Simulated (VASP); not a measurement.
Data:

```
CsSnI3
1.0
    6.41321     0.00000     0.00000
    0.00000     6.41321     0.00000
    0.00000     0.00000     6.41321
Cs Sn I
1 1 3
Direct
  0.50000   0.50000   0.50000
  0.00000   0.00000   0.00000
  0.50000   0.00000   0.00000
  0.00000   0.50000   0.00000
  0.00000   0.00000   0.50000
```

These are PBE GGA, VASP's PBE PAW potentials (set 64) (plane waves; VASP) values and carry that method's errors. Numerical set-up: 300 eV cut-off, 3×3×3 Γ-centred mesh, Fermi-Dirac smearing of 0.010 eV, potentials Cs_sv Sn_d I.

At this cut-off the stress carries a Pulay error, which pulls relaxed volumes low.

Give the stress tensor in GPa (positive for a compressed cell).

```
-1.15   0.00   0.00
 0.00  -1.15   0.00
 0.00   0.00  -1.15
```
The pressure is its mean diagonal, -1.15 GPa.

The structure comes from a computed database's CsSnI3 entry; how it stands against other phases isn't given here. The cell was not relaxed at this level.
